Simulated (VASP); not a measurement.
A run of VASP 6.6.1:

INCAR

```
PREC = Accurate ; ENCUT = 520
EDIFF = 1E-6 ; ISMEAR = 0
SIGMA = 0.1 ; LREAL = Auto
LASPH = True ; NELM = 100
ALGO = Fast ; ISIF = 2
LWAVE = False ; LCHARG = False
GGA = PE ; NBANDS = 88
ISYM = 0
```

File KPOINTS:

```
Automatic mesh
0
Gamma
  2 2 2
  0.5 0.5 0.5
```

The input POSCAR:

```
TiP4W3
1.0
    5.7721087345     -0.4430543695      0.2733024467
   -0.4208574917      6.8862690218      0.0499762115
    0.2599936141      0.0472302278      6.3283090909
Ti P W
2 8 6
Direct
    0.7748806187      0.0723853645      0.5990195176
    0.9306837420      0.9936680026      0.1261310457
    0.2113634289      0.3349157252      0.2250074918
    0.0618010020      0.8489258268      0.4901535430
    0.5659629007      0.8251396038      0.3853745623
    0.5365901186      0.9626848652      0.0155131376
    0.7957715113      0.6291185372      0.1382203022
    0.7548811254      0.2624396712      0.2716789367
    0.5823563494      0.3367516370      0.7817229070
    0.2531526192      0.6533837684      0.7660705046
    0.2324008828      0.6957593437      0.1523421608
    0.5100243381      0.4741524493      0.4281481034
    0.6660872584      0.7060823185      0.7873632906
    0.9871733790      0.4795465628      0.5324009311
    0.2495570163      0.0291763526      0.7893746377
    0.9750518225      0.3708656817      0.9252141988
```

Potentials or basis: VASP PAW PBE potentials, release 64 (Ti_sv, P, W_sv).

Command:

```sh
$ cat potpaw_PBE.64/Ti_sv/POTCAR potpaw_PBE.64/P/POTCAR potpaw_PBE.64/W_sv/POTCAR > POTCAR
$ mpirun -np 1 vasp_std > vasp.out
```

Hardware: 1 thread of Intel(R) Xeon(R) Platinum 8488C (Sapphire Rapids), with other jobs on the host.

Task: How long does it take, and how much memory?

Result: It took 8 min on 1 thread of Intel(R) Xeon(R) Platinum 8488C (Sapphire Rapids) (shared host), peak memory 0.38 GiB. Counts: scf iterations 36, k points 4.
